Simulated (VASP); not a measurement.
All values below come from HSE06 screened hybrid, VASP's PBE PAW potentials (set 64) (plane waves; VASP).

Input for VASP

**POSCAR**
```
CrC31Si31
1
    8.7583314357     0.0000000000     0.0000000000
    0.0000000000     8.7583314357     0.0000000000
    0.0000000000     0.0000000000     8.7583314357
Si C Cr
31 31 1
Direct
  0.4985323721   0.0002716136   0.9999172854
  0.7498327050   0.2502325532   0.9990154052
  0.7498361723   0.9993544744   0.2498201029
  0.9999153579   0.0001523348   0.9997272751
  0.2488984244   0.2489178808   0.9993459398
  0.4994534225   0.5005991091   0.9984255916
  0.7511546313   0.7511531467   0.9993134104
  0.2488802396   0.9997535949   0.2484979373
  0.4939478325   0.2434982141   0.2431495836
  0.7566303549   0.5061632671   0.2430767647
  0.4994673302   0.9988623557   0.5002157524
  0.7565992334   0.2434291580   0.5057500367
  0.7511678526   0.9996865943   0.7507721150
  0.9997521974   0.5015125131   0.9998809705
  0.2495671795   0.7504476607   0.9999409606
  0.0006679479   0.2502251900   0.2498483029
  0.2490003597   0.5007268511   0.2502489063
  0.4992853073   0.7510817025   0.2502323350
  0.9997722293   0.0002400572   0.5011108100
  0.2489463433   0.2506012286   0.5003874486
  0.7494157676   0.7510270502   0.5003290610
  0.2496192911   0.0002835460   0.7501045610
  0.4992987756   0.2506234850   0.7507039068
  0.7494123931   0.5007282403   0.7506725812
  0.0003546966   0.7511679801   0.2484495788
  0.0012231040   0.5005792824   0.5001988002
  0.2502441011   0.7498662599   0.5018653232
  0.0003629447   0.2488996685   0.7507794299
  0.2501961722   0.5022375043   0.7494459401
  0.4978280291   0.7497911333   0.7494377069
  0.9997329752   0.7504730070   0.7500698989
  0.6258446071   0.1257273604   0.1253537731
  0.8743251637   0.3742624237   0.1253370858
  0.8743541996   0.1256991929   0.3738227040
  0.1243747130   0.1251719936   0.1247723296
  0.3754437929   0.3765422935   0.1253506281
  0.6234655476   0.6246020955   0.1253195440
  0.8748838315   0.8756832787   0.1247204005
  0.3754924946   0.1257191958   0.3761872453
  0.8743492131   0.6246280583   0.3761630168
  0.6234868652   0.1257361523   0.6242139769
  0.8743610186   0.3765631253   0.6242017132
  0.8748770267   0.1251943189   0.8752735084
  0.1240150765   0.6255012987   0.1245514341
  0.3745075328   0.8760367388   0.1245566352
  0.1246819419   0.3751274675   0.3747301011
  0.3705616729   0.6294653547   0.3717396194
  0.6249278386   0.8753982302   0.3747024352
  0.1239781807   0.1249078590   0.6251528025
  0.3705258946   0.3720264686   0.6291374818
  0.6279494081   0.6294216985   0.6290444406
  0.8750868370   0.8760353919   0.6250992255
  0.3745188762   0.1249531748   0.8757170486
  0.6249245514   0.3751387131   0.8749801306
  0.8750825444   0.6255435725   0.8756521507
  0.1239254999   0.8761137042   0.3759390878
  0.1240612345   0.6257561972   0.6253252643
  0.3743415956   0.8759688704   0.6253485383
  0.1239334721   0.3763813263   0.8757560946
  0.3743372492   0.6257055775   0.8756044116
  0.6236750743   0.8760961897   0.8757566792
  0.1244917193   0.8755502478   0.8751612460
  0.5036045832   0.4962577729   0.4959225251
```

INCAR:
```
AEXX = 0.25
ALGO = Normal
EDIFF = 1E-5
ENCUT = 400
GGA = PE
HFSCREEN = 0.2
ISIF = 0
ISMEAR = 0
ISPIN = 2
ISYM = 0
LASPH = .TRUE.
LCHARG = .FALSE.
LHFCALC = .TRUE.
LMAXMIX = 4
LORBIT = 10
LREAL = Auto
LWAVE = .FALSE.
MAGMOM = 63*0.0476
NELECT = 259.0
NELM = 50
NELMIN = 4
NUPDOWN = 3
PREC = Normal
PRECFOCK = Fast
SIGMA = 0.05
SYSTEM = CrC31Si31
```

KPOINTS:
```
Automatic mesh
0
Gamma
 1 1 1
```

POTCAR, in this order: Si C Cr_pv (PBE.64 set). Program: vasp_gam. Read from the step before: WAVECAR.

The resulting files:

File OUTCAR:
```
 ion  position               nearest neighbor table
   1  0.499  0.000  1.000-  53 1.89  45 1.89  61 1.89  32 1.91   9 3.01   8 3.09   5 3.09  22 3.09
                            15 3.09  18 3.09  23 3.09  30 3.10   3 3.10   2 3.10   7 3.11  13 3.11
   2  0.750  0.250  0.999-  43 1.89  54 1.89  32 1.90  33 1.90  28 3.09  13 3.09  24 3.09  23 3.09
                             4 3.10  10 3.10   9 3.10   6 3.10  14 3.10   1 3.10  16 3.11   3 3.11
   3  0.750  0.999  0.250-  48 1.89  38 1.89  32 1.90  34 1.90  25 3.09   7 3.09  18 3.09  21 3.09
                             4 3.10  12 3.10   9 3.10  11 3.10   1 3.10  19 3.10   2 3.11  16 3.11
   4  1.000  0.000  1.000-  62 1.89  38 1.89  35 1.89  43 1.89  28 3.08  13 3.08  25 3.08   8 3.08
                             5 3.08   7 3.08  22 3.09  31 3.09  15 3.09   2 3.10   3 3.10  16 3.10
   5  0.249  0.249  0.999-  53 1.89  35 1.89  59 1.90  36 1.92   9 3.03  28 3.08   4 3.08  22 3.08
                             1 3.09   8 3.09  16 3.09  23 3.09  14 3.11   6 3.11  17 3.11  29 3.12
   6  0.499  0.501  0.998-  60 1.89  54 1.89  37 1.90  36 1.90  23 3.08  24 3.08  30 3.09  29 3.09
                            15 3.09   2 3.10   9 3.11  10 3.11   5 3.11   7 3.11  17 3.11  18 3.11
   7  0.751  0.751  0.999-  55 1.89  38 1.89  61 1.90  37 1.92  10 3.03  13 3.08   4 3.08  31 3.08
                            14 3.09  25 3.09   3 3.09  24 3.09   1 3.11   6 3.11  18 3.11  30 3.12
   8  0.249  1.000  0.248-  45 1.89  35 1.89  56 1.90  39 1.92   9 3.03  25 3.08   4 3.08  15 3.08
                             1 3.09   5 3.09  16 3.09  18 3.09  19 3.11  11 3.11  20 3.11  27 3.12
   9  0.494  0.243  0.243-  32 1.86  39 1.87  36 1.87   1 3.01   8 3.03   5 3.03   2 3.10   3 3.10
                            11 3.11   6 3.11  17 3.11  20 3.11  63 3.13
  10  0.757  0.506  0.243-  33 1.86  40 1.87  37 1.87  14 3.01  25 3.03   7 3.03  16 3.10   2 3.10
                            26 3.11   6 3.11  21 3.11  18 3.11  63 3.13
  11  0.499  0.999  0.500-  58 1.89  48 1.89  39 1.90  41 1.90  18 3.08  21 3.08  27 3.09  30 3.09
                            22 3.09   3 3.10   9 3.11  12 3.11  23 3.11  13 3.11  20 3.11   8 3.11
  12  0.757  0.243  0.506-  34 1.86  41 1.87  42 1.87  19 3.01  13 3.03  28 3.03  16 3.10   3 3.10
                            11 3.11  26 3.11  24 3.11  23 3.11  63 3.13
...
```

### OSZICAR
```
       N       E                     dE             d eps       ncg     rms          rms(c)
DAV:   1    -0.556476108856E+03   -0.55648E+03   -0.10341E+01   672   0.875E+00    0.146E+01
DAV:   2    -0.556620081371E+03   -0.14397E+00   -0.62890E-01   796   0.219E+00    0.106E+01
DAV:   3    -0.556610995024E+03    0.90863E-02   -0.86189E-02   790   0.116E+00    0.642E+00
DAV:   4    -0.556608217375E+03    0.27776E-02   -0.24070E-02   768   0.375E-01    0.370E+00
DAV:   5    -0.556607030739E+03    0.11866E-02   -0.35494E-03   808   0.173E-01    0.216E+00
DAV:   6    -0.556606469712E+03    0.56103E-03   -0.16842E-03   816   0.135E-01    0.125E+00
DAV:   7    -0.556606350455E+03    0.11926E-03   -0.56182E-04   782   0.556E-02    0.717E-01
DAV:   8    -0.556606300262E+03    0.50193E-04   -0.11203E-04   788   0.288E-02    0.420E-01
DAV:   9    -0.556606281686E+03    0.18576E-04   -0.51780E-05   660   0.245E-02    0.244E-01
DAV:  10    -0.556606278687E+03    0.29991E-05   -0.20482E-05   510   0.124E-02
   1 F= -.55660628E+03 E0= -.55660628E+03  d E =-.264963E-16  mag=     3.0000
```

**OUTCAR**
```
------------------------ aborting loop because EDIFF is reached ----------------------------------------
  volume of cell :      671.84
      direct lattice vectors                 reciprocal lattice vectors
     8.758331436  0.000000000  0.000000000     0.114176999  0.000000000  0.000000000
     0.000000000  8.758331436  0.000000000     0.000000000  0.114176999  0.000000000
     0.000000000  0.000000000  8.758331436     0.000000000  0.000000000  0.114176999
  FREE ENERGIE OF THE ION-ELECTRON SYSTEM (eV)
  ---------------------------------------------------
  free  energy   TOTEN  =      -556.6062786868 eV

  energy  without entropy=     -556.6062786868  energy(sigma->0) =     -556.60627869

  exchange ACFDT corr.  =         0.00000000  see jH, gK, PRB 81, 115126

 total charge

# of ion       s       p       d       tot
------------------------------------------
    1        0.711   0.971   0.000   1.682
    2        0.708   0.973   0.000   1.682
    3        0.708   0.974   0.000   1.682
    4        0.707   0.975   0.000   1.682
    5        0.710   0.963   0.000   1.673
    6        0.708   0.975   0.000   1.683
    7        0.710   0.963   0.000   1.673
    8        0.710   0.963   0.000   1.673
    9        0.738   0.920   0.000   1.658
   10        0.738   0.920   0.000   1.658
   11        0.708   0.975   0.000   1.683
   12        0.738   0.920   0.000   1.658
   13        0.710   0.963   0.000   1.673
   14        0.711   0.971   0.000   1.682
   15        0.707   0.972   0.000   1.679
   16        0.708   0.973   0.000   1.682
   17        0.708   0.974   0.000   1.682
   18        0.708   0.974   0.000   1.682
   19        0.711   0.971   0.000   1.682
   20        0.708   0.974   0.000   1.682
   21        0.708   0.974   0.000   1.682
   22        0.707   0.972   0.000   1.679
   23        0.708   0.974   0.000   1.682
   24        0.708   0.974   0.000   1.682
   25        0.710   0.963   0.000   1.673
   26        0.708   0.975   0.000   1.683
   27        0.707   0.973   0.000   1.680
   28        0.710   0.963   0.000   1.673
   29        0.707   0.972   0.000   1.680
   30        0.707   0.972   0.000   1.680
   31        0.707   0.972   0.000   1.679
   32        0.836   1.706   0.000   2.543
   33        0.836   1.706   0.000   2.543
   34        0.836   1.706   0.000   2.543
   35        0.832   1.718   0.000   2.550
   36        0.838   1.692   0.000   2.530
   37        0.838   1.692   0.000   2.530
   38        0.832   1.718   0.000   2.550
   39        0.838   1.692   0.000   2.530
   40        0.838   1.692   0.000   2.530
   41        0.838   1.692   0.000   2.530
   42        0.838   1.692   0.000   2.530
   43        0.832   1.718   0.000   2.550
   44        0.834   1.712   0.000   2.546
   45        0.834   1.712   0.000   2.546
   46        0.832   1.715   0.000   2.547
   47        0.850   1.682   0.000   2.532
   48        0.832   1.715   0.000   2.547
   49        0.834   1.712   0.000   2.546
   50        0.850   1.682   0.000   2.532
   51        0.850   1.682   0.000   2.532
   52        0.834   1.712   0.000   2.546
   53        0.834   1.712   0.000   2.546
   54        0.832   1.715   0.000   2.547
   55        0.834   1.712   0.000   2.546
   56        0.843   1.688   0.000   2.530
   57        0.833   1.719   0.000   2.551
   58        0.833   1.719   0.000   2.551
   59        0.843   1.688   0.000   2.530
   60        0.833   1.719   0.000   2.551
   61        0.843   1.688   0.000   2.530
   62        0.834   1.713   0.000   2.546
   63        0.417   6.280   4.200  10.897
--------------------------------------------------
tot         48.413  89.046   4.200 141.659

 magnetization (x)

# of ion       s       p       d       tot
------------------------------------------
    1        0.001  -0.000   0.000   0.000
    2        0.000   0.000   0.000   0.000
    3        0.000   0.000   0.000   0.000
    4       -0.000   0.000   0.000   0.000
    5        0.000   0.000   0.000   0.000
    6        0.000   0.000   0.000   0.000
    7        0.000   0.000   0.000   0.000
    8        0.000   0.000   0.000   0.000
    9       -0.001  -0.000   0.000  -0.001
   10       -0.001   0.000   0.000  -0.001
   11        0.000   0.000   0.000   0.000
   12       -0.001   0.000   0.000  -0.001
   13        0.000   0.000   0.000   0.000
   14        0.001  -0.000   0.000   0.000
   15        0.000   0.000   0.000   0.000
   16        0.000   0.000   0.000   0.000
   17        0.003   0.005   0.000   0.008
   18        0.003   0.005   0.000   0.008
   19        0.001  -0.000   0.000   0.000
   20        0.003   0.005   0.000   0.008
   21        0.003   0.005   0.000   0.008
   22        0.000   0.000   0.000   0.000
...
```
(Selected blocks of OUTCAR.)

**OUTCAR**
```
 val. band max:        7.2735752332   @ k =   0.0000   0.0000   0.0000

 cond. band min:       9.4504506873   @ k =   0.0000   0.0000   0.0000


 Fermi energy:         7.5978078996

 spin component 1

 k-point     1 :       0.0000    0.0000    0.0000
  band No.  band energies     occupation
      1     -39.3324      1.00000
      2     -39.2614      1.00000
      3     -39.2611      1.00000
      4      -9.5626      1.00000
      5      -7.9839      1.00000
      6      -7.9834      1.00000
      7      -7.8869      1.00000
      8      -7.8867      1.00000
      9      -7.8203      1.00000
     10      -7.5568      1.00000
     11      -6.5038      1.00000
     12      -6.5029      1.00000
     13      -6.4471      1.00000
     14      -6.4466      1.00000
     15      -6.4381      1.00000
     16      -6.4337      1.00000
     17      -6.3503      1.00000
     18      -6.3501      1.00000
     19      -6.2867      1.00000
     20      -6.2865      1.00000
     21      -6.0986      1.00000
     22      -5.9440      1.00000
     23      -5.8243      1.00000
     24      -5.8239      1.00000
     25      -5.6375      1.00000
     26      -4.7529      1.00000
     27      -4.3343      1.00000
     28      -4.3339      1.00000
     29      -4.1397      1.00000
     30      -4.1345      1.00000
     31      -4.0597      1.00000
     32      -4.0594      1.00000
     33      -3.8981      1.00000
     34      -3.8977      1.00000
     35      -2.1238      1.00000
     36      -1.9327      1.00000
     37      -1.8815      1.00000
     38      -1.8811      1.00000
     39      -1.2215      1.00000
     40      -1.2213      1.00000
     41      -1.0760      1.00000
     42      -0.5435      1.00000
     43      -0.4422      1.00000
     44      -0.4419      1.00000
     45      -0.4209      1.00000
     46      -0.3782      1.00000
     47      -0.3781      1.00000
     48       0.3995      1.00000
     49       0.6350      1.00000
...
```

The cell is charged, with a uniform compensating background. The supercell is sampled at Γ alone, which is coarse: total energies, pressure and levels can be off, energies of defects by several tenths of an eV.

The cell is a supercell with a defect, built from SiC (zinc blende): Cr_Si-vac_C, charge +1. The cell's shape comes from a PBE relaxation.
